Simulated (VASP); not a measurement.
CuCl (zinc blende), at 1.04 of the tabulated volume:

```yaml
crystal:
  lattice:
    - [0.00000, 2.74060, 2.74060]
    - [2.74060, 0.00000, 2.74060]
    - [2.74060, 2.74060, 0.00000]
  atoms:
    - { symbol: Cu, position: [0.00000, 0.00000, 0.00000] }
    - { symbol: Cl, position: [0.25000, 0.25000, 0.25000] }
```

The lowest empty band near Γ, direction [110], from PBE with spin-orbit coupling in VASP (PAW); its two spin partners are averaged. The gap over the points computed is 0.40 eV, and the next band on that side lies 6.19 eV away at the edge.

Settings: 400 eV cut-off, 9×9×9 Γ-centred mesh, Gaussian smearing of 0.050 eV, potentials Cu Cl.

```tsv
distance from the edge in k (1/Å)	distance in energy (meV)
0.018	5.7
0.025	11.0
0.035	21.3
0.050	42.3
0.070	79.3
```

Task: Fit E(1 + αE) = ħ²k²/2m* (ħ²/2m0 = 3.810 eV Å²) and predict the row at 0.095 1/Å.

Result: Least squares on the energies gives the electron mass m* = 0.213 m0 and α = 1.30 per eV, and so 136.8 meV. The run gave 137.2 meV, +0.4 meV from the fit.

Left out are points under 3 meV from the edge, since the levels carry 0.1 meV, and points farther than half the way to the next band.

The compound is CuCl in the zinc blende structure. The cell was not relaxed at this level.
